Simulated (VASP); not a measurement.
Consider the following.

```xyz
6
Lattice="-3.2479 3.2479 1.9238 3.2479 -3.2479 1.9238 3.2479 3.2479 -1.9238" Properties=species:S:1:pos:R:3 pbc="T T T"
Cu    -0.5546     4.8718     0.4809
Cu     1.6239     3.8025     1.4428
Cu     0.5546     1.6239     0.4809
Cu    -1.6239     2.6933     1.4428
S      3.2479     0.0000     0.9619
S      0.0000     0.0000     1.9238
```

These are PBEsol GGA, VASP's PBE PAW potentials (set 64) (plane waves; VASP) values and carry that method's errors. Numerical set-up: 400 eV cut-off, 10×10×10 Γ-centred mesh, tetrahedra with Blöchl corrections, potentials Cu S.

Task: Predict the energy per atom (σ→0), band gap (on the k-mesh) with the smallest direct gap where there is one.

Result: 
```yaml
band gap (on the k-mesh): none (metal, semimetal or under 0.01 eV)
energy per atom (σ→0): -4.381 eV/atom
```

The absolute energy has meaning only against runs of the same code, potentials and settings.

The structure comes from a computed database's Cu2S entry (I-42d); how it stands against other phases isn't given here. It was relaxed first.
